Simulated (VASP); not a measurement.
An input for Quantum ESPRESSO's pw.x (written as the equivalent of a VASP run, and not itself run):

```
&CONTROL
  calculation = 'vc-relax'
  pseudo_dir = './pseudo'
  outdir = './out'
  tprnfor = .true.
  tstress = .true.
  nstep = 60
  forc_conv_thr = 0.00039
/
&SYSTEM
  ibrav = 0
  nat = 2
  ntyp = 2
  ecutwfc = 98
  occupations = 'smearing'
  smearing = 'methfessel-paxton'
  degauss = 0.00735
  input_dft = 'pbe'
/
&ELECTRONS
  conv_thr = 7.3e-08
  electron_maxstep = 100
/
&IONS
/
&CELL
/
ATOMIC_SPECIES
  Ni 58.693 Ni.upf
  N 14.007 N.upf
CELL_PARAMETERS angstrom
    -0.0000000    2.1605466    2.1605466
     2.1605466   -0.0000000    2.1605466
     2.1605466    2.1605466   -0.0000000
ATOMIC_POSITIONS crystal
  Ni   0.0000000  0.0000000  0.0000000
  N    0.2500000  0.2500000  0.2500000
K_POINTS automatic
  13 13 13 0 0 0
```

### Question
Write the VASP files for the same calculation (PBE).

### Answer
Several could match; the one computed here: 
**POSCAR**
```
NiN
1.0
  0.0000000000   2.1605466372   2.1605466372
  2.1605466372   0.0000000000   2.1605466372
  2.1605466372   2.1605466372   0.0000000000
Ni N
1 1
Cartesian
  0.0000000000   0.0000000000   0.0000000000
  1.0802733186   1.0802733186   1.0802733186
```

### KPOINTS
```
Automatic mesh
0
Gamma
13 13 13
0 0 0
```

INCAR:
```
SYSTEM = NiN
PREC = Accurate; ENCUT = 520; LREAL = F
LASPH = T
EDIFF = 1E-6; NELM = 100; ALGO = Normal
LMAXMIX = 4
ISMEAR = 1; SIGMA = 0.1
GGA = PE
IBRION = 2; NSW = 60; ISIF = 3
EDIFFG = -0.01
LWAVE = F; LCHARG = F
```

POTCAR, in this order: Ni N (PBE.64 set). Program: vasp_std.

What does not carry over: the potentials are each code's own (VASP's PAW set, PseudoDojo norm-conserving files in pw.x), so ENCUT and ecutwfc are chosen apart and not converted; conv_thr bounds pw.x's estimated SCF error, while EDIFF bounds the energy change between steps; forc_conv_thr acts on force components and is met together with etot_conv_thr.

The structure was generated: NiN was put into the zinc blende type (F-43m), which need not be its known phase. It was relaxed first, which changed the volume by -12 %. The start is the result of an earlier pass.
